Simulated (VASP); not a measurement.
Computed with PBE GGA with D4 dispersion, VASP's PBE PAW potentials (set 64) (plane waves; VASP 6.6.1).

VASP input:

KPOINTS:
```
Automatic mesh
0
gamma
  7 7 7
0 0 0
```

POSCAR:
```
NaI
1
    0.0000000000     3.2062662598     3.2062662598
    3.2062662598     0.0000000000     3.2062662598
    3.2062662598     3.2062662598     0.0000000000
Na I
1 1
Direct
  0.0000000000   0.0000000000   0.0000000000
  0.5000000000   0.5000000000   0.5000000000
```

### INCAR
```
ALGO  =  Normal
EDIFF  =  1E-7
ENCUT  =  520
GGA  =  PE
ISIF  =  2
ISMEAR  =  0
IVDW  =  13
LASPH  =  T
LCHARG  =  F
LMAXMIX  =  4
LREAL  =  F
LWAVE  =  F
NELM  =  100
PREC  =  Accurate
SIGMA  =  0.05
SYSTEM  =  NaI
```

POTCAR, in this order: Na_pv I (PBE.64 set). Program: vasp_std.

Unless said otherwise, spin-orbit coupling is left out, though it shifts the bands of the heavy elements here.

### Question
What does the run give for the energy per atom (σ→0), dispersion energy, band gap (on the k-mesh)?

### Answer

| Property | Value |
|---|---|
| energy per atom (σ→0) | -2.853 eV/atom |
| dispersion energy | -0.329 eV |
| band gap (on the k-mesh) | 3.72 eV |

**OSZICAR**
```
...
DAV:   7    -0.537506887675E+01    0.82367E-02   -0.71063E-02   500   0.167E+00    0.584E-01
DAV:   8    -0.537699424545E+01   -0.19254E-02   -0.49849E-03   461   0.696E-01    0.157E-01
DAV:   9    -0.537696088068E+01    0.33365E-04   -0.15311E-04   509   0.140E-01    0.409E-02
DAV:  10    -0.537697353666E+01   -0.12656E-04   -0.38930E-05   500   0.788E-02    0.719E-03
DAV:  11    -0.537697377976E+01   -0.24310E-06   -0.45015E-06   482   0.249E-02    0.218E-03
DAV:  12    -0.537697401348E+01   -0.23372E-06   -0.56495E-07   491   0.595E-03    0.116E-03
DAV:  13    -0.537697406537E+01   -0.51891E-07   -0.87763E-09   307   0.111E-03
   1 F= -.57057750E+01 E0= -.57057750E+01  d E =-.370154E-13
```

The compound is NaI in the rock salt structure. It was relaxed first.
